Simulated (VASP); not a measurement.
Consider the following.

```
CELL_PARAMETERS angstrom
      1.79896    -3.11589     0.00000
      1.79896     3.11589     0.00000
      0.00000     0.00000     5.34455
ATOMIC_POSITIONS crystal
  Pt 0.00000 0.00000 0.00000
  S  0.33333 0.66667 0.23412
  S  0.66667 0.33333 0.76588
```

Calculation: vdW-DF2, VASP's PBE PAW potentials (set 64) (plane waves; VASP). Run with 520 eV cut-off, 7×7×4 Γ-centred mesh, Gaussian smearing of 0.050 eV, potentials Pt S.

### Question
The ions and cell shape at fixed volume are relaxed. Give the cell that the relaxation ends in.

### Answer

```
CELL_PARAMETERS angstrom
      1.83073    -3.17091     0.00000
      1.83073     3.17091     0.00000
      0.00000     0.00000     5.16066
ATOMIC_POSITIONS crystal
  Pt 0.00000 0.00000 0.00000
  S  0.33333 0.66667 0.24617
  S  0.66667 0.33333 0.75383
```
Space group P-3m1 (164), at a tolerance of 0.03 Å.

### Question
How much energy does the relaxation gain?

### Answer
The energy (σ→0) changes by -18.6 meV/atom, in 6 ionic steps.

```json
[
 {"step": "1", "E(σ→0) (eV)": "-8.2901", "max force (eV/Å)": "0.650", "pressure (GPa)": "7.05", "volume (Å³)": "59.92"},
 {"step": "2", "E(σ→0) (eV)": "-8.3276", "max force (eV/Å)": "0.294", "pressure (GPa)": "4.80", "volume (Å³)": "59.92"},
 {"step": "3", "E(σ→0) (eV)": "-8.3418", "max force (eV/Å)": "0.140", "pressure (GPa)": "2.13", "volume (Å³)": "59.92"},
 {"step": "4", "E(σ→0) (eV)": "-8.3421", "max force (eV/Å)": "0.088", "pressure (GPa)": "2.45", "volume (Å³)": "59.92"},
 {"step": "5", "E(σ→0) (eV)": "-8.3454", "max force (eV/Å)": "0.034", "pressure (GPa)": "2.25", "volume (Å³)": "59.92"},
 {"step": "6", "E(σ→0) (eV)": "-8.3460", "max force (eV/Å)": "0.001", "pressure (GPa)": "2.13", "volume (Å³)": "59.92"}
]
```

The compound is PtS2 in the 1T layered structure. This cell is one point of a volume scan, at 0.94 of the reference volume. Symmetry was kept, so distortions that lower it aren't found.
